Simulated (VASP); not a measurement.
Consider the following.

```yaml
crystal:
  lattice:
    - [1.71294, 0.98897, 2.92946]
    - [-1.71294, 0.98897, 2.92946]
    - [0.00000, -1.97794, 2.92946]
  atoms:
    - { symbol: P, position: [0.23299, 0.23299, 0.23299] }
    - { symbol: P, position: [0.76701, 0.76701, 0.76701] }
```

Level of theory: LDA (Ceperley-Alder, Perdew-Zunger), VASP's LDA PAW potentials (set 64) (plane waves; VASP). Run with 400 eV cut-off, 12×12×12 Γ-centred mesh, first-order Methfessel-Paxton smearing of 0.10 eV, potentials P.

Problem. What does the run give for the energy per atom (σ→0), band gap (on the k-mesh) with the smallest direct gap where there is one?

Solution. 
```json
{
 "band gap (on the k-mesh)": "none (metal, semimetal or under 0.01 eV)",
 "energy per atom (σ→0)": "-6.071 eV/atom"
}
```

Only differences to runs with the same potentials and settings are physical.

The structure comes from a computed database's P entry (R-3m); how it stands against other phases isn't given here. It was relaxed first, which changed the volume by -8 %. The start is the result of an earlier pass.
